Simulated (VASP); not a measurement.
An input for Ansatz (written as the equivalent of a VASP run, and not itself run):

Ansatz 0.2 input:
```yaml
crystal:
  lattice:
    - [1.3497338, -2.3378076, 0.0000000]
    - [1.3497338, 2.3378076, 0.0000000]
    - [0.0000000, 0.0000000, 4.2598109]
  atoms:
    - { symbol: Ru, position: [0.3333330, 0.6666670, 0.2500000] }
    - { symbol: Ru, position: [0.6666670, 0.3333330, 0.7500000] }
kpoints:
  mp_grid: { grid: [17, 17, 10] }
hamiltonian:
  xc: pbe
  dispersion: d3bj
  pseudopotentials: { kind: paw }
scf:
  occupations: { method: tetrahedron }
  max_iter: 100
output: { forces: true, stress: true, eigenvalues: true }
```

Write the VASP files for the same calculation (PBE-D3(BJ)).

This is not unique; one that fits is 
**KPOINTS**
```
Automatic mesh
0
Gamma
17 17 10
0 0 0
```

**INCAR**
```
# general
SYSTEM   =  Ru
PREC     =  Accurate
ENCUT    =  520
LREAL    =  .FALSE.
LASPH    =  .TRUE.

# electronic loop
EDIFF    =  1E-7
NELM     =  100
ALGO     =  Normal
LMAXMIX  =  4

# smearing
ISMEAR   =  -5

# functional
GGA      =  PE
IVDW     =  12

# ions
ISIF     =  2

# output
LWAVE    =  .FALSE.
LCHARG   =  .TRUE.
LORBIT   =  11
NEDOS    =  601
```

File POSCAR:
```
Ru
1
    1.3497337740    -2.3378076271    -0.0000000000
    1.3497337740     2.3378076271    -0.0000000000
    0.0000000000     0.0000000000     4.2598108786
Ru
2
Direct
  0.3333330000   0.6666670000   0.2500000000
  0.6666670000   0.3333330000   0.7500000000
```

POTCAR, in this order: Ru_pv (PBE.64 set). Program: vasp_std.

What does not carry over: each code has its own PAW files, so the cut-off isn't converted (ENCUT is set for VASP's; basis.ecutwfc is left out, and Ansatz then takes the one that its files recommend); Ansatz stops its SCF on the density residual and VASP on the energy change (EDIFF).

The compound is Ru in the hcp structure. It was relaxed first.
